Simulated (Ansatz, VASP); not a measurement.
## SbW2 in VASP and in Ansatz

```
Sb W
1.0
     0.00000    3.13301    3.13301
     3.13301    0.00000    3.13301
     3.13301    3.13301    0.00000
Sb W
1 2
Direct
  0.50000 0.50000 0.50000
  0.25000 0.25000 0.25000
  0.75000 0.75000 0.75000
```

The cell was built by a generator and needn't be a form met in nature.

Alike in both runs: task relaxation of cell and atoms; functional BLYP; k mesh 7 × 7 × 7; occupations fermi-dirac, width 0.05 eV; no spin polarisation.

```csv
,VASP,Ansatz
version,VASP 6.6.1,Ansatz 0.2.0
potentials or method,"VASP PAW PBE potentials, release 64 (Sb, W_sv)",Ansatz PAW
plane-wave cutoff (eV),600,420
valence electrons in the cell,33,43
```

VASP gave:

```
gap on the k mesh at the Fermi level, each at its own relaxed structure (eV) : none
relaxed volume (Å³/atom)                                                     : 21.55
relaxed cell length with the largest relative difference (Å)                 : 4.505
energy change over the relaxation (meV/atom)                                 : -26
```

Problem. What did Ansatz give for the same quantities?

Solution. gap on the k mesh at the Fermi level, each at its own relaxed structure (eV): none; relaxed volume (Å³/atom): 21.43; relaxed cell length with the largest relative difference (Å): 4.496; energy change over the relaxation (meV/atom): -20.

A gap of «none» marks a metal or a gap that the smearing closes. The two sets of potentials don't hold the same shells in valence.

Caveats: the bands computed are all filled at some k points, so no gap is given (VASP); the PAW data sets were made with another functional, which shifts forces and pressure a little (VASP); the plane-wave basis is chosen anew once the cell has moved, so the energies of steps on either side of that aren't comparable (Ansatz); the PAW data sets come from PBE, with cores solved anew for the run's functional, which leaves a small shift of forces and pressure (Ansatz). The runs have no spin-orbit coupling, so splittings on Sb, W are missing.
